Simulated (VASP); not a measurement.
Data:

```yaml
crystal:
  lattice:
    - [4.03647, 0.00000, 0.00000]
    - [0.00000, 4.03647, 0.00000]
    - [0.00000, 0.00000, 4.03647]
  atoms:
    - { symbol: Ba, position: [0.00000, 0.00000, 0.00000] }
    - { symbol: Te, position: [0.50000, 0.50000, 0.50000] }
```

All values below come from PBEsol GGA, VASP's PBE PAW potentials (set 64) (plane waves; VASP 6.6.1). Run with 500 eV cut-off, 7×7×7 Γ-centred mesh, Gaussian smearing of 0.050 eV, potentials Ba_sv Te.

Q: Predict the energy per atom (σ→0), pressure.

A: 
| Quantity | Value |
|---|---|
| energy per atom (σ→0) | -4.415 eV/atom |
| pressure | 4.95 GPa |

The structure was generated: BaTe was put into the CsCl type type (Pm-3m), which need not be its known phase. It was relaxed first under an external pressure of 5 GPa.
